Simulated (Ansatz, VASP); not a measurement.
**Ti (Titanium): VASP beside Ansatz**

Wanted: the spread between two codes on one cell, functional and k mesh.

Calculated with Ansatz 0.2.0; plane waves, with VASP 6.6.1 beside it; relaxation of cell and atoms at PBE.

### Step 1. The structure

It takes space group P6_3/mmc (No. 194, hexagonal). The conventional cell has a = 2.950 Å, b = 2.950 Å, c = 4.680 Å, α = 90.00°, β = 90.00°, γ = 120.00°. Ti has 12 Ti at 2.89 to 2.95 Å nearest.

### Step 2. Ansatz: relaxation of cell and atoms, PBE

Ansatz runs on its default PAW (the set named soft_2) files.

The relaxed volume is the usual yardstick between codes: its relative difference is about their pressure difference at one cell divided by the bulk modulus.

File input.yaml:

```yaml
crystal:
  lattice:
    - [2.95, 0.0, 0.0]
    - [-1.475, 2.5547749412, 0.0]
    - [0.0, 0.0, 4.68]
  atoms:
    - { symbol: Ti, position: [0.3333333333, 0.6666666667, 0.25] }
    - { symbol: Ti, position: [0.6666666667, 0.3333333333, 0.75] }
hamiltonian:
  xc: pbe
  pseudopotentials: { kind: paw }
kpoints:
  mp_grid: { grid: [9, 9, 5] }
scf:
  occupations: { method: fermi_dirac, width: 0.05 }
relax:
  f_tol: 0.01
  max_steps: 60
  cell: { stress_tol: 0.05 }
output:
  forces: true
  stress: true
```

Run with:

```sh
$ ansatz run input.yaml --threads 4 --pin off --max-ram 9216MiB --backend cpu --events-out ev --progress --plain --runs-dir out
```

Numbers of over 12 decimals in the logs are rounded to 6 here.

Log:

```text
Engine: ansatz 0.2.0, aarch64-unknown-linux-gnu
Pseudopotentials: kind: paw
Pseudopotential: Ti, paw, valence charge 12, recommended cutoff 420 eV (normal), Ti.paw.azcp
Functional definition: PBE
  parameter kappa = 0.804
  parameter beta = 0.066725
  exchange = pbe_x(kappa = kappa, mu = beta*pi^2/3)
  correlation = pbe_c(beta = beta)
Crystal: 2 atoms, lattice volume = 35.271 Å³
Basis set: ecut = 420 eV, 687 PW (Γ), exchange–correlation on 40×40×64 points (8 copies of the dense FFT grid, shifted against one another)
Bands: 16, of which v1, the nominal top of the filled ones, is band 12 counted from 1 (11 counted from 0)
Symmetry: 24 space group operations
Space group: P63/mmc (ITA 194), of the structure as read, at distance tolerance 3.3e-5 Å
k-points: 36 of 405
Non-local potential: Ti, projectors of the file, l = 0: 3, l = 1: 2, l = 2: 3, l = 3: 1
PAW form: soft (Blöchl's): semilocal exchange-correlation on the pseudo side does not see the compensation charge
PAW one-centre angular grid: Ti, 590 points (default); XC on 64 Gauss nodes
Initial density: superposition of atomic densities (neutral atoms: chi_scale 0, normalization atom), corrected by the library's trained network
Initial wavefunctions: pseudopotential atomic-orbital guess
Functional: x = pbe(κ = 0.804, μ = 0.219515), c = pbe(β = 0.066725)
SCF iter   1: F=—  HF=-4999.341792 eV  |F-HF|=—  |Δ(HF+E_count)|=         —  Δρ=5.22e-3  dr2=4.55e-3  ethr=1.77e-3  ⟨swp⟩=4.0  Hψ=2349  notcnv=0
preconditioner: auto → none  [metal: Δε(μ)=0.076 eV  Ē_g=2.802 eV  σ=0.050 eV  W_gap=0.36  n_scr=8 (ndim 8)  ℏωp=17.7 eV  f_vac=0.000  D(μ)=1.65/eV (n_scr^D=22)  sad-step TF]
SCF iter   2: F=—  HF=-4999.340829 eV  |F-HF|=—  |Δ(HF+E_count)|=   9.63e-4  Δρ=2.52e-3  dr2=1.14e-3  ethr=1.89e-5  ⟨swp⟩=1.0  Hψ=865  notcnv=0
SCF iter   3: F=—  HF=-4999.340926 eV  |F-HF|=—  |Δ(HF+E_count)|=   9.68e-5  Δρ=3.45e-4  dr2=1.59e-5  ethr=4.74e-6  ⟨swp⟩=2.8  Hψ=980  notcnv=0
SCF iter   4: F=—  HF=-4999.340959 eV  |F-HF|=—  |Δ(HF+E_count)|=   3.36e-5  Δρ=7.67e-5  dr2=1.73e-6  ethr=6.62e-8  ⟨swp⟩=2.6  Hψ=999  notcnv=0
iter 5 did not close the SCF: its close was put off for the readings that it lacked (scf_convergence_deferred on its scf_iter line)
SCF iter   5: F=-4999.340959 eV  HF=-4999.340959 eV  |F-HF|=8.44e-10  |Δ(HF+E_count)|=   5.67e-7  Δρ=9.92e-6  dr2=2.11e-8  ethr=7.21e-9  ⟨swp⟩=2.4  Hψ=952  notcnv=0
SCF iter   6: F=-4999.340959 eV  HF=-4999.340959 eV  |F-HF|=1.06e-10  |Δ(HF+E_count)|=   4.57e-9  Δρ=1.19e-6  dr2=3.33e-10  ethr=8.81e-11  ⟨swp⟩=1.9  Hψ=1736  notcnv=0
SCF 1 converged in 6 iterations: F = -4999.340959 eV  dr2 = 3.33e-10
  greatest PAW one-centre occupation: 0.999 electrons in one spin orbital (limit 2), on the Ti atom at site 1 (counted from 0), in its partial waves of l = 0
relax step   1: F+E_penalty+E_count = -4999.34095867 eV  Δ(F+E_penalty+E_count) = +0.000e0 eV  max|allowed force component| = 9.252e-17 eV/Å  Δτ_max = 0.0000 Å  P = -1.612 GPa  Ω = 35.271 Å³  (6 SCF iters, dr2 threshold 1.00e-7 eV, accepted)
[...]
relax step   2: F+E_penalty+E_count = -4999.33986779 eV  Δ(F+E_penalty+E_count) = +1.091e-3 eV  max|allowed force component| = 2.035e-16 eV/Å  Δτ_max = 0.0000 Å  P = +2.096 GPa  Ω = 34.132 Å³  energy of the carried Pulay correction = +1.021e-4 eV  (6 SCF iters, dr2 threshold 2.00e-7 eV, rejected (line search))
[...]
relax step   3: F+E_penalty+E_count = -4999.34380331 eV  Δ(F+E_penalty+E_count) = -2.845e-3 eV  max|allowed force component| = 3.053e-16 eV/Å  Δτ_max = 0.0000 Å  P = -0.144 GPa  Ω = 34.800 Å³  energy of the carried Pulay correction = +4.201e-5 eV  (6 SCF iters, accepted)
[...]
relax step   4: F+E_penalty+E_count = -4999.34384432 eV  Δ(F+E_penalty+E_count) = -4.101e-5 eV  max|allowed force component| = 2.961e-16 eV/Å  Δτ_max = 0.0000 Å  P = +0.011 GPa  Ω = 34.754 Å³  energy of the carried Pulay correction = +4.633e-5 eV  (6 SCF iters, dr2 threshold 1.76e-7 eV, accepted)
[...]
relax step   5: F+E_penalty+E_count = -4999.34379560 eV  Δ(F+E_penalty+E_count) = +4.872e-5 eV  max|allowed force component| = 2.961e-16 eV/Å  Δτ_max = 0.0000 Å  P = +0.013 GPa  Ω = 34.754 Å³  stress off target by 2.36e-2 GPa  SCF on the basis re-selected at this cell (its energy is not comparable with the rows above)  (6 SCF iters)
basis re-selected at this cell: Δ(F+E_penalty+E_count) = +4.872e-5 eV, ΔP = +0.002 GPa vs the last step (what re-selecting the basis moved, of the pressure what is left beyond the Pulay correction that the steps carried, after the strain that the cell walked since its last selection, with what the two solves' SCF thresholds leave and, on support functions, any second-order correction that the steps lacked; it is no m [...]
SCF converged after 6 iterations
Free energy (F): -4999.343796 eV
Harris-Foulkes:  -4999.343796 eV  (|F-HF|=9.09e-13)
Internal energy: -4999.328868 eV  (E = F + TS)
E sigma→0 (E₀):  -4999.336332 eV
Entropy (-TS):   -0.014927 eV (-7.464 meV/atom)
Fermi energy:    13.386842 eV
--- Per-component energies (eV) ---
  E_band       = -315.055879
  E_kinetic    = 544.718513
  E_local      = -1626.357805  (includes V_loc(G=0)·N_el)
  E_nonlocal   = 16.086953
  E_hartree    = 668.036260
  E_xc         = -194.937861
  E_vxc        = -243.877351  (∫ρ·V_xc dr)
  E_paw        = -2095.123119  (= ΣΔE_a)
  E_vpaw       = -341.698946  (= ΣTr[D̂ρ^β])
  E_aug_tail   = 0.000231  (compensation charges beyond the density's cutoff)
  E_ewald      = -2311.752040
  E_smearing   = -0.014927  (= −TS)
  E_closure    = 0.000000  (closes the sum)
  Σ components = -4999.343796   (vs F -4999.343796, Δ=0.00e0)
--- Forces (eV/Å), atoms counted from 1 ---
  atom   1  Ti     0.00000000    -0.00000000     0.00000000
  atom   2  Ti    -0.00000000     0.00000000    -0.00000000
  max |Σ_I F_I| component: 0.00e0 eV/Å
--- Stress (GPa, compression-positive) ---
        0.023627       0.000000       0.000000
        0.000000       0.023627       0.000000
        0.000000       0.000000      -0.008896
  P = ⅓ Tr σ = 0.0128 GPa (0.128 kbar)
--- Relaxed structure (4 steps of the walk, 3 accepted, 1 SCFs on fresh bases) ---
  F+E_penalty+E_count = -4999.34379560 eV   max|allowed force component| = 2.961e-16 eV/Å   (the final SCF, on the basis selected at the relaxed cell)
  cell:  # Å, volume = 34.7538 Å³
    - [2.939764, 0, 0]
    - [-1.469882, 2.545911, -5.325978848340533e-19]
    - [0, -9.756468410756011e-19, 4.643511]
  atoms:
    - { symbol: Ti, position: [0.333333, 0.666667, 0.25] }
    - { symbol: Ti, position: [0.666667, 0.333333, 0.75] }
```

The job ended after 1.9 s (4 threads of Arm Neoverse V2, shared host; peak memory 0.31 GiB).

### Step 3. VASP: relaxation of cell and atoms, PBE

The same cell, functional, mesh and smearing now go to VASP, with its own data sets and cutoff.

Lines of VASP's logs that name or quote its potential files are left out, and so is its time.

File INCAR:

```
SYSTEM = Ti
PREC = Accurate
ENCUT = 520
EDIFF = 1E-06
NELM = 100
ISMEAR = -1
SIGMA = 0.05
LREAL = .FALSE.
ALGO = Normal
GGA = PE
NBANDS = 18
LORBIT = 11
LWAVE = .FALSE.
LCHARG = .FALSE.
KPAR = 2
IBRION = 2
NSW = 60
ISIF = 3
EDIFFG = -0.01
```

File POSCAR:

```
Ti
1.0
    2.9500000000      0.0000000000      0.0000000000
   -1.4750000000      2.5547749412      0.0000000000
    0.0000000000      0.0000000000      4.6800000000
Ti
2
Direct
    0.3333333333      0.6666666667      0.2500000000
    0.6666666667      0.3333333333      0.7500000000
```

File KPOINTS:

```
Automatic mesh
0
Gamma
9 9 5
0 0 0
```

PAW data sets: Ti_sv (PBE family, release 64).

Run with:

```sh
$ mpirun -np 2 vasp_std
```

Log:

```text
[banner, memory and clock lines left out]
running    2 mpi-ranks, on    1 nodes
 distrk:  each k-point on    1 cores,    2 groups
 distr:  one band on    1 cores,    1 groups

 POSCAR found type information on POSCAR Ti
 POSCAR found :  1 types and       2 ions
 LDA part: xc-table for (Slater+PW92), standard interpolation
 POSCAR, INCAR and KPOINTS ok, starting setup
 FFT: planning ... GRIDC
 FFT: planning ... GRID_SOFT
 FFT: planning ... GRID
 WAVECAR not read
 entering main loop
       N       E                     dE             d eps       ncg     rms          rms(c)
DAV:   1     0.259951572107E+03    0.25995E+03   -0.13403E+04  1296   0.167E+03
DAV:   2     0.122774099732E+02   -0.24767E+03   -0.24478E+03  1316   0.455E+02
DAV:   3    -0.165220117383E+02   -0.28799E+02   -0.28458E+02  2458   0.129E+02
DAV:   4    -0.177410847052E+02   -0.12191E+01   -0.12184E+01  1474   0.275E+01
DAV:   5    -0.178100174133E+02   -0.68933E-01   -0.68927E-01  2070   0.445E+00    0.117E+01
DAV:   6    -0.156710745986E+02    0.21389E+01   -0.80792E+00  1524   0.294E+01    0.289E+00
DAV:   7    -0.156601207052E+02    0.10954E-01   -0.77427E-01  1950   0.658E+00    0.204E+00
DAV:   8    -0.156865505780E+02   -0.26430E-01   -0.21386E-01  1518   0.550E+00    0.683E-01
DAV:   9    -0.156777121889E+02    0.88384E-02   -0.52395E-02  1554   0.232E+00    0.651E-02
DAV:  10    -0.156779429991E+02   -0.23081E-03   -0.23797E-03  1850   0.346E-01    0.872E-02
DAV:  11    -0.156780056264E+02   -0.62627E-04   -0.23133E-04  1578   0.108E-01    0.309E-02
DAV:  12    -0.156779962423E+02    0.93841E-05   -0.31866E-05  1668   0.461E-02    0.665E-03
DAV:  13    -0.156779979658E+02   -0.17234E-05   -0.78042E-07   968   0.963E-03    0.198E-03
DAV:  14    -0.156779986651E+02   -0.69928E-06   -0.38038E-07   752   0.583E-03
   1 F= -.15677999E+02 E0= -.15670137E+02  d E =-.156780E+02
[...]
2 F= -.15679817E+02 E0= -.15672483E+02  d E =-.181882E-02
[...]
3 F= -.15681701E+02 E0= -.15674172E+02  d E =-.370238E-02
[...]
4 F= -.15681698E+02 E0= -.15674175E+02  d E =-.369926E-02
[...]
5 F= -.15681746E+02 E0= -.15674256E+02  d E =-.483346E-04
 trial-energy change:   -0.000048  1 .order   -0.000046   -0.000071   -0.000021
 step:   1.2960(harm=  1.2960)  dis= 0.00000  next Energy=   -15.681748 (dE=-0.500E-04)
 bond charge predicted
       N       E                     dE             d eps       ncg     rms          rms(c)
DAV:   1    -0.156817946305E+02   -0.48537E-04   -0.22633E-03  1402   0.660E-01    0.494E-02
DAV:   2    -0.156817632724E+02    0.31358E-04   -0.14390E-04  1296   0.133E-01    0.243E-02
DAV:   3    -0.156817526168E+02    0.10656E-04   -0.35884E-05  1742   0.564E-02    0.340E-03
DAV:   4    -0.156817527035E+02   -0.86764E-07   -0.31950E-06  1202   0.237E-02
   6 F= -.15681753E+02 E0= -.15674273E+02  d E =-.547769E-04
 curvature:  -0.67 expect dE=-0.944E-05 dE for cont linesearch -0.121E-05
 trial: gam=-0.08851 g(F)=  0.320E-46 g(S)=  0.142E-04 ort = 0.120E-04 (trialstep = 0.995E+00)
 search vector abs. value=  0.127E-04
 reached required accuracy - stopping structural energy minimisation
```

Parts of OUTCAR (step 3):

```text
ion  position               nearest neighbor table
   1  0.333  0.667  0.250-   2 2.89   2 2.89   2 2.89   2 2.89   2 2.89   2 2.89
   2  0.667  0.333  0.750-   1 2.89   1 2.89   1 2.89   1 2.89   1 2.89   1 2.89

  LATTYP: Found a hexagonal cell.
 ALAT       =     2.9500000000
 C/A-ratio  =     1.5864406780

 Subroutine GETGRP returns: Found 24 space group operations
 (whereof 12 operations were pure point group operations)

The static configuration has the point symmetry D_3d.
 The point group associated with its full space group is D_6h.

 Found     36 irreducible k-points:

   k-points           NKPTS =     36   k-points in BZ     NKDIM =     36   number of bands    NBANDS=     18

   dimension x,y,z NGX =    24 NGY =   24 NGZ =   36
   dimension x,y,z NGXF=    48 NGYF=   48 NGZF=   72

   ENCUT  =  520.0 eV  38.22 Ry    6.18 a.u.   5.49  5.49  8.70*2*pi/ulx,y,z

   NELECT =      24.0000    total number of electrons

 k-points in reciprocal lattice and weights: Automatic mesh
   0.00000000  0.00000000  0.00000000       0.002
   0.11111111  0.00000000  0.00000000       0.015
   0.22222222  0.00000000  0.00000000       0.015
   0.33333333  0.00000000  0.00000000       0.015
   0.44444444  0.00000000  0.00000000       0.015
   0.11111111  0.11111111  0.00000000       0.015
   0.22222222  0.11111111  0.00000000       0.030
   0.33333333  0.11111111  0.00000000       0.030
   0.44444444  0.11111111  0.00000000       0.015
[...]
0.33333333  0.22222222  0.40000000       0.059
   0.33333333  0.33333333  0.40000000       0.010

 average (electrostatic) potential at core
       1 -72.4309       2 -72.4309

 E-fermi :   8.3729

 k-point     1 :       0.0000    0.0000    0.0000
  band No.  band energies     occupation
    ...
      6     -24.3754      2.00000
      7     -24.3331      2.00000
      8     -24.3331      2.00000
      9       2.1430      2.00000
     10       5.6682      2.00000
     11       9.1383      0.00000
     12       9.1383      0.00000
     13       9.1585      0.00000
     14       9.2661      0.00000
     15       9.6432      0.00000
    ...

 k-point     2 :       0.1111    0.0000    0.0000
  band No.  band energies     occupation
    ...
      6     -24.3893      2.00000
      7     -24.3872      2.00000
      8     -24.3402      2.00000
      9       2.4869      2.00000
     10       5.9327      2.00000
     11       8.5695      0.03847
     12       8.6653      0.00576
     13       9.3805      0.00000
     14       9.4531      0.00000
     15       9.6388      0.00000
    ...

 k-point     3 :       0.2222    0.0000    0.0000
  band No.  band energies     occupation
    ...
      8     -24.3601      2.00000
      9       3.4383      2.00000
     10       6.5004      2.00000
     11       7.6472      2.00000
     12       8.0517      1.99676
     13       9.1348      0.00000
     14       9.4125      0.00000
     15       9.4971      0.00000
     16      10.0520      0.00000
     17      10.1765      0.00000
    ...

  Total        0.0162097      0.0162097      0.0078862      0.0000000      0.0000000      0.0000000
  in kB        0.7493478      0.7493478      0.3645672      0.0000000      0.0000000      0.0000000
  external PRESSURE =       0.6210876 kB  Pullay stress =       0.0000000 kB

  energy-cutoff  :      520.00
  volume of cell :       34.66
      direct lattice vectors                 reciprocal lattice vectors
     2.937003843  0.000000000 -0.000000000     0.340483041  0.196577975  0.000000000
    -1.468501922  2.543519939 -0.000000000    -0.000000000  0.393155951  0.000000000
     0.000000000  0.000000000  4.639406220    -0.000000000  0.000000000  0.215544825

 POSITION                                       TOTAL-FORCE (eV/Angst)
 -----------------------------------------------------------------------------------
     -0.00000      1.69568      1.15985         0.000000      0.000000      0.000000
      1.46850      0.84784      3.47955        -0.000000      0.000000      0.000000
 -----------------------------------------------------------------------------------
    total drift:                               -0.000000      0.000000     -0.000000

  FREE ENERGIE OF THE ION-ELECTRON SYSTEM (eV)
  ---------------------------------------------------
  free  energy   TOTEN  =       -15.6817527035 eV

  energy  without entropy=      -15.6667935149  energy(sigma->0) =      -15.67427311

 reached required accuracy - stopping structural energy minimisation

 total charge
# of ion       s       p       d       tot
------------------------------------------
    1        2.250   6.121   1.883  10.253
    2        2.250   6.121   1.883  10.253
--------------------------------------------------
tot          4.500  12.241   3.765  20.507

[... 3 further parts left out ...]
```

### Step 4. Differences

Known differences besides the potentials themselves: both relaxations stop at a tolerance, which leaves soft axes loose, and VASP keeps its plane-wave basis; the cutoff is 420 eV in Ansatz and 520 eV in VASP; VASP leaves aspherical gradient terms in its spheres out (LASPH is not set), Ansatz keeps them; Ansatz adds a Pulay correction to the stress that steers its cell, VASP none. Total energies have different zeros and are not compared.

Compared:

| quantity | Ansatz | VASP | difference |
| --- | --- | --- | --- |
| volume (Å³) | 34.75 | 34.66 | +0.28 % |
| edge a after relaxation, in the typed setting (Å) | 2.940 | 2.937 | +0.10 % |
| edge c after relaxation, in the typed setting (Å) | 4.644 | 4.639 | +0.09 % |

The walks stopped with 0.01 GPa left in Ansatz and 0.06 GPa in VASP; each walk ends within a tolerance, so the volume difference is uncertain by about these residues over the bulk modulus, most in soft cells.

### Step 5. What came out

```yaml
difference_in_volume_relaxation_of_cell_and_atoms_pbe: 0.28 %
```

The difference in volume is 0.28 % (relaxation of cell and atoms, PBE), within the 1.2 % picked in this series as the mark of a large difference, as far as the stopping tolerances let one tell. How closely two codes agree says nothing of how well the functional describes the real material.

[Lines on the potential files, build, host, timing and source positions are cut from VASP's logs without a mark.]

[Logs are printed without paths, hosts, clocks, repeated set-up lines and the standing remarks that a program may print on its own settings, such as how far it seeks lower states.]

[Hosts, paths, dates, database ids (printed as entryN), source tags and the programs' standing remarks are cut or masked in the printed files.]
